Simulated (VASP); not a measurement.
Given:

```
Ti
1.0
    1.47022    -2.54650     0.00000
    1.47022     2.54650     0.00000
    0.00000     0.00000     4.63949
Ti
2
Direct
  0.33333   0.66667   0.25000
  0.66667   0.33333   0.75000
```

Level of theory: r2SCAN meta-GGA, VASP's PBE PAW potentials (set 64) (plane waves; VASP 6.6.1). Settings: 520 eV cut-off, 16×16×9 Γ-centred mesh, tetrahedra with Blöchl corrections, potentials Ti_sv.

Question: What does the run give for the energy per atom (σ→0), band gap (over mesh and band path) with the smallest direct gap where there is one?

Answer: 
```yaml
band gap (over mesh and band path): none (metal, semimetal or under 0.01 eV)
energy per atom (σ→0): -12.951 eV/atom
```

Only differences to runs with the same potentials and settings are physical.

The compound is Ti in the hcp structure. It was relaxed first.
